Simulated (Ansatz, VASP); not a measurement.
## GaAs in two plane-wave programs

Wanted: the spread between two codes on one cell, functional and k mesh. The cell is taken from a series of runs on this material, whose earlier steps may have relaxed, scaled, displaced or heated it; both programs get it as it stands.

Program: Ansatz 0.2.0. Level of theory: plane waves, with VASP 6.6.1 beside it; single point at PBE0. Results are calculated unless marked as measured.

## (1) The starting structure

Symmetry: F-43m, No. 216, cubic system. The conventional cell has a = 5.654 Å, b = 5.654 Å, c = 5.654 Å, α = 90.00°, β = 90.00°, γ = 90.00°. Ga has 4 As at 2.45 Å nearest. Nearest to As lie 4 Ga at 2.45 Å. Farther neighbours are not listed.

## (2) VASP: single point, PBE0

A single point gives forces, pressure and levels at one fixed geometry, so differences don't come from the geometry; what else differs is listed under the comparison.

Lines of VASP's logs that name or quote its potential files are left out, and so is its time.

The run reads the wave functions of an earlier VASP run, which isn't shown here.

The input, INCAR:

```
SYSTEM = GaAs
PREC = Accurate
ENCUT = 400
EDIFF = 1E-06
NELM = 100
ISMEAR = 0
SIGMA = 0.01
LREAL = .FALSE.
ALGO = Normal
LHFCALC = .TRUE.
AEXX = 0.25
GGA = PE
LASPH = .TRUE.
NBANDS = 15
PRECFOCK = Fast
LORBIT = 11
LWAVE = .FALSE.
LCHARG = .FALSE.
KPAR = 8
ISIF = 2
```

The input, POSCAR:

```
GaAs
1.0
    0.0000000000      2.8268500000      2.8268500000
    2.8268500000      0.0000000000      2.8268500000
    2.8268500000      2.8268500000      0.0000000000
Ga As
1 1
Direct
    0.0000000000      0.0000000000      0.0000000000
    0.2500000000      0.2500000000      0.2500000000
```

The input, KPOINTS:

```
Automatic mesh
0
Gamma
4 4 4
0 0 0
```

Potentials, in the order of the species: Ga_d and As (PBE family, release 64).

Command:

```
mpirun -np 8 vasp_std
```

Numbers of over 12 decimals in the logs are rounded to 6 here.

What it wrote:

```text
[banner, memory and clock lines left out]
running    8 mpi-ranks, on    1 nodes
 distrk:  each k-point on    1 cores,    8 groups
 distr:  one band on    1 cores,    1 groups

 POSCAR found type information on POSCAR GaAs
 POSCAR found :  2 types and       2 ions
|                                                                             |
|           W    W    AA    RRRRR   N    N  II  N    N   GGGG   !!!           |
|           W    W   A  A   R    R  NN   N  II  NN   N  G    G  !!!           |
|           W    W  A    A  R    R  N N  N  II  N N  N  G       !!!           |
|           W WW W  AAAAAA  RRRRR   N  N N  II  N  N N  G  GGG   !            |
|           WW  WW  A    A  R   R   N   NN  II  N   NN  G    G                |
|           W    W  A    A  R    R  N    N  II  N    N   GGGG   !!!           |
|                                                                             |
|     For optimal performance we recommend to set                             |
|       NCORE = 2 up to number-of-cores-per-socket                            |
|     NCORE specifies how many cores store one orbital (NPAR=cpu/NCORE).      |
|     This setting can greatly improve the performance of VASP for DFT.       |
|     The default, NCORE=1 might be grossly inefficient on modern             |
|     multi-core architectures or massively parallel machines. Do your        |
|     Unfortunately you need to use the default for GW and RPA                |
|     calculations (for HF NCORE is supported but not extensively tested      |
|     yet).                                                                   |
|                                                                             |

 LDA part: xc-table for (Slater+PW92), standard interpolation
 found WAVECAR, reading the header
 POSCAR, INCAR and KPOINTS ok, starting setup
 FFT: planning ... GRIDC
 FFT: planning ... GRID_SOFT
 FFT: planning ... GRID
 reading WAVECAR
 the WAVECAR file was read successfully
 initial charge from wavefunction
 entering main loop
       N       E                     dE             d eps       ncg     rms          rms(c)
DAV:   1    -0.106291426105E+02   -0.10629E+02   -0.66829E-01   367   0.156E+01    0.217E+00
DAV:   2    -0.106298906164E+02   -0.74801E-03   -0.47126E-02   336   0.327E+00    0.149E+00
DAV:   3    -0.106280631649E+02    0.18275E-02   -0.54001E-03   348   0.123E+00    0.887E-01
DAV:   4    -0.106275426727E+02    0.52049E-03   -0.70882E-04   318   0.310E-01    0.501E-01
DAV:   5    -0.106273821871E+02    0.16049E-03   -0.13768E-04   261   0.968E-02    0.289E-01
DAV:   6    -0.106273402721E+02    0.41915E-04   -0.36675E-05   317   0.467E-02    0.163E-01
DAV:   7    -0.106273264986E+02    0.13774E-04   -0.70378E-06   282   0.230E-02    0.917E-02
DAV:   8    -0.106273214651E+02    0.50334E-05   -0.18722E-06   268   0.115E-02    0.507E-02
DAV:   9    -0.106273198449E+02    0.16203E-05   -0.67188E-07   162   0.578E-03    0.282E-02
DAV:  10    -0.106273194381E+02    0.40680E-06   -0.35858E-07   155   0.426E-03
   1 F= -.10627319E+02 E0= -.10627319E+02  d E =-.350995E-38
```

From OUTCAR (step 2):

```text
ion  position               nearest neighbor table
   1  0.000  0.000  0.000-   2 2.45   2 2.45   2 2.45   2 2.45
   2  0.250  0.250  0.250-   1 2.45   1 2.45   1 2.45   1 2.45

  LATTYP: Found a face centered cubic cell.
 ALAT       =     5.6537000000

 Subroutine GETGRP returns: Found 24 space group operations
 (whereof 24 operations were pure point group operations)

The static configuration has the point symmetry T_d .

 Found      8 irreducible k-points:

   k-points           NKPTS =      8   k-points in BZ     NKDIM =     64   number of bands    NBANDS=     15

   dimension x,y,z NGX =    28 NGY =   28 NGZ =   28
   dimension x,y,z NGXF=    56 NGYF=   56 NGZF=   56

   ENCUT  =  400.0 eV  29.40 Ry    5.42 a.u.   6.52  6.52  6.52*2*pi/ulx,y,z

   NELECT =      18.0000    total number of electrons

 k-points in reciprocal lattice and weights: Automatic mesh
   0.00000000  0.00000000  0.00000000       0.016
   0.25000000  0.00000000  0.00000000       0.125
   0.50000000  0.00000000  0.00000000       0.062
   0.25000000  0.25000000  0.00000000       0.094
   0.50000000  0.25000000  0.00000000       0.375
  -0.25000000  0.25000000  0.00000000       0.188
   0.50000000  0.50000000  0.00000000       0.047
  -0.25000000  0.50000000  0.25000000       0.094

  exchange ACFDT corr.  =         0.00000000  see jH, gK, PRB 81, 115126

 average (electrostatic) potential at core
       1 -59.0209       2 -46.0926

 E-fermi :   3.2358

 k-point     1 :       0.0000    0.0000    0.0000
  band No.  band energies     occupation
    ...
      5     -14.1956      2.00000
      6     -10.8545      2.00000
      7       3.1462      2.00000
      8       3.1462      2.00000
      9       3.1462      2.00000
     10       5.3278      0.00000
     11       8.4351      0.00000
     12       8.4351      0.00000
     13       8.4351      0.00000
     14      12.4617      0.00000
    ...

 k-point     2 :       0.2500    0.0000    0.0000
  band No.  band energies     occupation
    ...
      5     -14.1951      2.00000
      6     -10.1057      2.00000
      7      -1.2655      2.00000
      8       2.4225      2.00000
      9       2.4225      2.00000
     10       6.1578      0.00000
     11       9.3551      0.00000
     12       9.3551      0.00000
     13      10.8343      0.00000
     14      13.8084      0.00000
    ...

 k-point     3 :       0.5000    0.0000    0.0000
  band No.  band energies     occupation
    ...
      5     -14.1928      2.00000
      6      -8.9269      2.00000
      7      -4.1084      2.00000
      8       1.9067      2.00000
      9       1.9067      2.00000
     10       5.6647      0.00000
     11       9.3598      0.00000
     12       9.3598      0.00000
     13      12.5399      0.00000
     14      15.5014      0.00000
    ...

  Total        0.2205893      0.2205893      0.2205893     -0.0000000     -0.0000000     -0.0000000
  in kB        7.8227006      7.8227006      7.8227006     -0.0000000     -0.0000000     -0.0000000
  external PRESSURE =       7.8227006 kB  Pullay stress =       0.0000000 kB

  energy-cutoff  :      400.00
  volume of cell :       45.18
      direct lattice vectors                 reciprocal lattice vectors
     0.000000000  2.826850000  2.826850000    -0.176875321  0.176875321  0.176875321
     2.826850000  0.000000000  2.826850000     0.176875321 -0.176875321  0.176875321
     2.826850000  2.826850000  0.000000000     0.176875321  0.176875321 -0.176875321

 POSITION                                       TOTAL-FORCE (eV/Angst)
 -----------------------------------------------------------------------------------
      0.00000      0.00000      0.00000         0.000000      0.000000      0.000000
      1.41342      1.41342      1.41342        -0.000000     -0.000000     -0.000000
 -----------------------------------------------------------------------------------
    total drift:                               -0.000016     -0.000025     -0.000018

  FREE ENERGIE OF THE ION-ELECTRON SYSTEM (eV)
  ---------------------------------------------------
  free  energy   TOTEN  =       -10.6273194381 eV

  energy  without entropy=      -10.6273194381  energy(sigma->0) =      -10.62731944

 total charge
# of ion       s       p       d       tot
------------------------------------------
    1        0.824   0.810  10.012  11.647
    2        1.204   1.671   0.031   2.906
--------------------------------------------------
tot          2.029   2.481  10.043  14.553

[... 3 further parts left out ...]
```

The k-mesh is coarse for unscreened exact exchange, which converges slowly with it.

## (3) Ansatz: single point, PBE0

Ansatz runs on its default PAW (the set named soft_2) files.

The same cell, functional and mesh now go to Ansatz, which takes its cutoff from its data sets.

The input, input.yaml:

```yaml
crystal:
  lattice:
    - [0.0, 2.82685, 2.82685]
    - [2.82685, 0.0, 2.82685]
    - [2.82685, 2.82685, 0.0]
  atoms:
    - { symbol: Ga, position: [0.0, 0.0, 0.0] }
    - { symbol: As, position: [0.25, 0.25, 0.25] }
kpoints:
  mp_grid: { grid: [4, 4, 4] }
  band_path:
    path:
      - [0.0, 0.0, 0.0]
      - [-0.5, -0.5, 0.0]
      - [-0.375, -0.375, 0.25]
      - [-0.375, 0.0, 0.375]
      - [0.0, 0.0, 0.5]
      - [-0.5, -0.25, 0.25]
    npoints: 1
hamiltonian:
  xc: pbe0
scf:
  occupations: { method: fixed }
  n_extra_bands: 4
output:
  eigenvalues: true
```

Command:

```
ansatz run input.yaml --threads 2 --pin off --max-ram 92160MiB --backend cuda --devices 1 --max-vram 13GiB --events-out ev --progress --plain --runs-dir out
```

What it wrote:

```text
scf.n_extra_bands = 4 over 14 filled bands (N_el = 28.0): the run solves 18 bands
GPUs: using 1 of 1 available (devices: 1).
Engine: ansatz 0.2.0, x86_64-unknown-linux-gnu
Pseudopotentials: kind: paw
Pseudopotential: Ga, paw, valence charge 13, recommended cutoff 420 eV (normal), Ga.paw.azcp
Pseudopotential: As, paw, valence charge 15, recommended cutoff 420 eV (normal), As.paw.azcp
Functional definition: PBE0
  parameter a = 0.25
  parameter kappa = 0.804
  parameter beta = 0.066725
  exchange = (1 - a)*pbe_x(kappa = kappa, mu = beta*pi^2/3) + a*exact_x
  correlation = pbe_c(beta = beta)
davidson cushion auto → on  (no smearing: the cushion is to keep the highest requested band from converging to the state above it; pin scf.eigensolver.cushion to override)
device memory: the entry about to start is reckoned to put 0.6 GiB on a device that reports 42.0 GiB free (of which the cap on the GPU budget leaves the run 13.0 GiB)
GPU FFT provider: cuFFT
GPU libraries: cuBLAS 13.8.2, cuFFT 12.4.0, cuSOLVER 12.3.4
Crystal: 2 atoms, lattice volume = 45.179 Å³
Basis set: ecut = 420 eV, 893 PW (Γ)
Bands: 18, of which v1, the nominal top of the filled ones, is band 14 counted from 1 (13 counted from 0)
Symmetry: 24 space group operations
Space group: F-43m (ITA 216), of the structure as read, at distance tolerance 3.6e-5 Å
k-points: 8 of 64 (time reversal used)
Non-local potential: Ga, projectors of the file, l = 0: 2, l = 1: 2, l = 2: 3, l = 3: 1
Non-local potential: As, projectors of the file, l = 0: 2, l = 1: 2, l = 2: 3, l = 3: 1
PAW form: soft (Blöchl's): semilocal exchange-correlation on the pseudo side does not see the compensation charge
PAW frozen core: Ga, regenerated for the run's functional, and the local potential with it (the file was generated under x = pbe(κ = 0.804, μ = 0.219515), c = pbe(β = 0.066725))
PAW frozen core: As, regenerated for the run's functional, and the local potential with it (the file was generated under x = pbe(κ = 0.804, μ = 0.219515), c = pbe(β = 0.066725))
PAW one-centre angular grid: Ga, 590 points (default); XC on 64 Gauss nodes
PAW one-centre angular grid: As, 590 points (default); XC on 64 Gauss nodes
Initial density: superposition of atomic densities (neutral atoms: chi_scale 0, normalization atom), corrected by the library's trained network
Initial wavefunctions: pseudopotential atomic-orbital guess
GPU buffer pool allocated for 19683 grid points (all kernels)
GPU transforms: local potential and band sums: pruned to the plane-wave sphere, on 25×27×27
Functional: x = pbe(κ = 0.804, μ = 0.219515), c = pbe(β = 0.066725), warm-up for x = 0.75 pbe(κ = 0.804, μ = 0.219515) + 0.25 exact, c = pbe(β = 0.066725)
SCF iter   1: F=—  HF=-8639.661407 eV  |F-HF|=—  |Δ(HF+E_count)|=         —  Δρ=1.54e-3  dr2=4.64e-4  ethr=1.77e-3  ⟨swp⟩=5.8  Hψ=580  notcnv=0
preconditioner: auto → none  [insulator: Δε(μ)=0.510 eV  Ē_g=15.412 eV  n_scr=14 (ndim 8)  ℏωp=23.4 eV  f_vac=0.086]
SCF iter   2: F=—  HF=-8639.661588 eV  |F-HF|=—  |Δ(HF+E_count)|=   1.80e-4  Δρ=6.31e-4  dr2=7.95e-5  ethr=1.66e-6  ⟨swp⟩=4.0  Hψ=528  notcnv=0
SCF iter   3: F=-8639.661624 eV  HF=-8639.661628 eV  |F-HF|=3.82e-6  |Δ(HF+E_count)|=   4.04e-5  Δρ=2.09e-4  dr2=1.00e-5  ethr=2.84e-7  ⟨swp⟩=3.0  Hψ=376  notcnv=0
SCF 1 stopped early in 3 iterations: F = -8639.661624 eV  dr2 = 1.00e-5
  greatest PAW one-centre occupation: 0.999 electrons in one spin orbital (limit 2), on the As atom at site 1 (counted from 0), in its partial waves of l = 2
device memory: the entry about to start is reckoned to put 1.3 GiB on a device that reports 41.0 GiB free (of which the cap on the GPU budget leaves the run 13.0 GiB)
GPU FFT provider: cuFFT
GPU libraries: cuBLAS 13.8.2, cuFFT 12.4.0, cuSOLVER 12.3.4
Initial density: handed on by an earlier stage of this run
Initial wavefunctions: those handed on with the density
GPU buffer pool allocated for 19683 grid points (all kernels)
GPU transforms: local potential and band sums: pruned to the plane-wave sphere, on 25×27×27
Functional: x = 0.75 pbe(κ = 0.804, μ = 0.219515) + 0.25 exact, c = pbe(β = 0.066725)
Exchange kernel: α = 0.2500, full range, Wigner–Seitz truncation, v(0) = 7035.9754 eV·Å³, q-mesh 4×4×4, nearest image of the exchange supercell L = 15.99 Å, pair-density grid 15×15×15, without the augmentation charges, whose exchange is taken in its separable form by FFT convolution over the k-point mesh (sized by the pseudopotential files, 24×24×24 at the most), smooth part of the exact exchange by density-matrix convolution in up to 1.35 GiB of GPU memory as planned if the GPU has room (build and FFT work areas not counted)
Frozen-core exchange: fock
SCF iter   1: F=—  HF=-8641.457642 eV  |F-HF|=—  |Δ(HF+E_count)|=         —  Δρ=1.23e-2  dr2=2.60e-2  ethr=3.57e-7  ⟨swp⟩=6.6  Hψ=782  notcnv=0
preconditioner: auto → none  [insulator: Δε(μ)=2.013 eV  Ē_g=18.893 eV  n_scr=14 (ndim 8)  ℏωp=23.4 eV  f_vac=0.089]
SCF iter   2: F=—  HF=-8641.441089 eV  |F-HF|=—  |Δ(HF+E_count)|=   1.66e-2  Δρ=2.88e-3  dr2=2.73e-3  ethr=3.57e-7  ⟨swp⟩=4.2  Hψ=610  notcnv=0
SCF iter   3: F=—  HF=-8641.452309 eV  |F-HF|=—  |Δ(HF+E_count)|=   1.12e-2  Δρ=3.25e-3  dr2=1.62e-3  ethr=3.57e-7  ⟨swp⟩=4.0  Hψ=605  notcnv=0
SCF iter   4: F=—  HF=-8641.452136 eV  |F-HF|=—  |Δ(HF+E_count)|=   1.73e-4  Δρ=1.13e-3  dr2=2.93e-4  ethr=3.57e-7  ⟨swp⟩=4.0  Hψ=508  notcnv=0
iter 5 solved again at ethr=7.25e-9 eV; its pass at ethr=3.57e-7 eV (dr2=2.03e-6 eV) is discarded
SCF iter   5: F=—  HF=-8641.452145 eV  |F-HF|=—  |Δ(HF+E_count)|=   9.23e-6  Δρ=4.97e-5  dr2=3.63e-5  ethr=7.25e-9  ⟨swp⟩=3.0  Hψ=761  notcnv=0
SCF iter   6: F=—  HF=-8641.452442 eV  |F-HF|=—  |Δ(HF+E_count)|=   2.97e-4  Δρ=2.74e-4  dr2=1.38e-5  ethr=7.25e-9  ⟨swp⟩=4.1  Hψ=531  notcnv=0
SCF iter   7: F=-8641.452434 eV  HF=-8641.452434 eV  |F-HF|=1.50e-7  |Δ(HF+E_count)|=   8.28e-6  Δρ=1.88e-5  dr2=7.98e-7  ethr=7.25e-9  ⟨swp⟩=4.0  Hψ=465  notcnv=0
SCF 2 stopped early in 7 iterations: F = -8641.452434 eV  dr2 = 7.98e-7
hybrid outer 1: dexx = +1.350e-2 eV, tail = 7.28e-5 eV
GPU FFT provider: cuFFT
GPU libraries: cuBLAS 13.8.2, cuFFT 12.4.0, cuSOLVER 12.3.4
GPU buffer pool allocated for 19683 grid points (all kernels)
GPU transforms: local potential and band sums: pruned to the plane-wave sphere, on 25×27×27
Exchange kernel: α = 0.2500, full range, Wigner–Seitz truncation, v(0) = 7035.9754 eV·Å³, q-mesh 4×4×4, nearest image of the exchange supercell L = 15.99 Å, pair-density grid 15×15×15, without the augmentation charges, whose exchange is taken in its separable form by FFT convolution over the k-point mesh (sized by the pseudopotential files, 24×24×24 at the most), smooth part of the exact exchange by density-matrix convolution in up to 1.35 GiB of GPU memory as planned if the GPU has room (build and FFT work areas not counted)
Frozen-core exchange: fock
SCF iter   1: F=—  HF=-8641.452558 eV  |F-HF|=—  |Δ(HF+E_count)|=         —  Δρ=7.05e-5  dr2=1.65e-6  ethr=1.30e-6  ⟨swp⟩=2.9  Hψ=333  notcnv=0
preconditioner: auto → none  [insulator: Δε(μ)=2.125 eV  Ē_g=18.734 eV  n_scr=14 (ndim 8)  ℏωp=23.4 eV  f_vac=0.088]
SCF iter   2: F=—  HF=-8641.452561 eV  |F-HF|=—  |Δ(HF+E_count)|=   2.55e-6  Δρ=4.15e-5  dr2=6.10e-7  ethr=4.97e-9  ⟨swp⟩=4.0  Hψ=588  notcnv=0
iter 3 solved again at ethr=1.69e-10 eV; its pass at ethr=1.81e-9 eV (dr2=4.72e-8 eV) is discarded
SCF iter   3: F=-8641.452561 eV  HF=-8641.452561 eV  |F-HF|=9.98e-9  |Δ(HF+E_count)|=   1.83e-7  Δρ=1.43e-5  dr2=5.38e-8  ethr=1.69e-10  ⟨swp⟩=2.0  Hψ=664  notcnv=0
SCF 3 converged in 3 iterations: F = -8641.452561 eV  dr2 = 5.38e-8
hybrid outer 2: dexx = +1.626e-6 eV, tail = 1.78e-7 eV, Δε = 3.20e-3 eV (about 2.43e-4 eV left of the loop's levels)
device memory: the entry about to start is reckoned to put 0.3 GiB on a device that reports 41.1 GiB free (of which the cap on the GPU budget leaves the run 13.0 GiB)
NSCF: frozen V_eff on 6 k-points
hybrid SCF converged: 2 outer / 10 inner (+3 warm-up), last move |dexx| = 1.63e-6 eV, tail = 1.78e-7 eV
Stability not checked: this state was not tested for a lower state beside it, because the functional holds exact exchange (a hybrid, or Hartree-Fock), whose exchange loop this test does not read (fock_operator; see scf.lower_state_search)
Free energy (F): -8641.452561 eV
Frozen-core exchange: fock
Harris-Foulkes:  -8641.452561 eV  (|F-HF|=9.98e-9)
Internal energy: -8641.452561 eV  (E = F + TS)
E sigma→0 (E₀):  -8641.452561 eV
Fermi energy:    7.444734 eV
--- Per-component energies (eV) ---
  E_band       = -397.817700
  E_kinetic    = 218.156072
  E_local      = -3921.470613  (includes V_loc(G=0)·N_el)
  E_nonlocal   = -243.660867
  E_hartree    = 1980.854223
  E_xc         = -113.810497
  E_vxc        = -105.549391  (∫ρ·V_xc dr)
  E_exx        = -121.022168  (= α·E_x^exact, valence–valence)
  E_paw        = -3741.043685  (= ΣΔE_a)
  E_vpaw       = -64.956212  (= ΣTr[D̂ρ^β])
  E_aug_tail   = -0.000140  (compensation charges beyond the density's cutoff)
  E_ewald      = -2698.727786
  E_core_change = -0.727099  (= ΣΔE_core)
  E_smearing   = -0.000000  (= −TS)
  E_closure    = -0.000000  (closes the sum)
  Σ components = -8641.452561   (vs F -8641.452561, Δ=0.00e0)
--- Band table (eV; the first three rows and the last of 8) ---
  k-point 0: bands = [... 10 lower, -6.5759, 7.4447, 7.4447, 7.4447, 9.5713, 12.6826, 12.6826, 12.6826]
  k-point 1: bands = [... 10 lower, -5.8277, 3.0065, 6.7161, 6.7161, 10.4013, 13.6107, 13.6107, 15.1042]
  k-point 2: bands = [... 10 lower, -4.6435, 0.1496, 6.1918, 6.1918, 9.9059, 13.6162, 13.6162, 16.7917]
  k-point 7: bands = [... 10 lower, -3.7533, 0.1978, 3.5669, 3.8081, 13.6110, 13.8104, 14.5555, 15.0168]
```

## (4) Differences

Known differences besides the potentials themselves: exact exchange at q = 0 is treated differently, which shows on coarse meshes; VASP keeps PBE cores, Ansatz makes them for the functional; fixed occupations in Ansatz, narrow Gaussian smearing in VASP; the data sets hold 28 valence electrons in Ansatz (on its default PAW (the set named soft_2) files) and 18 in VASP; the cutoff is 420 eV in Ansatz and 400 eV in VASP; VASP takes a coarser grid for exact exchange (PRECFOCK = Fast). Total energies have different zeros and are not compared.

Compared:

| quantity | Ansatz | VASP | difference |
| --- | --- | --- | --- |
| gap on the k mesh (eV) | 2.127 | 2.182 | -0.055 |

A gap on the mesh is an upper bound, since the band edges may lie between its points.

## (5) Summary of results

```yaml
difference_in_gap_on_the_k_mesh_single_point_pbe0: -0.055 eV
```

The difference in gap on the k mesh is -0.055 eV (single point, PBE0), within the 0.08 eV picked in this series as the mark of a large difference. The data sets hold unlike numbers of valence electrons (28 in Ansatz and 18 in VASP), so part of the differences comes from the potentials. How closely two codes agree says nothing of how well the functional describes the real material.

[Lines on the potential files, build, host, timing and source positions are cut from VASP's logs without a mark.]

[Logs are printed without paths, hosts, clocks, repeated set-up lines and the standing remarks that a program may print on its own settings, such as how far it seeks lower states.]

[Hosts, paths, dates, database ids (printed as entryN), source tags and the programs' standing remarks are cut or masked in the printed files.]
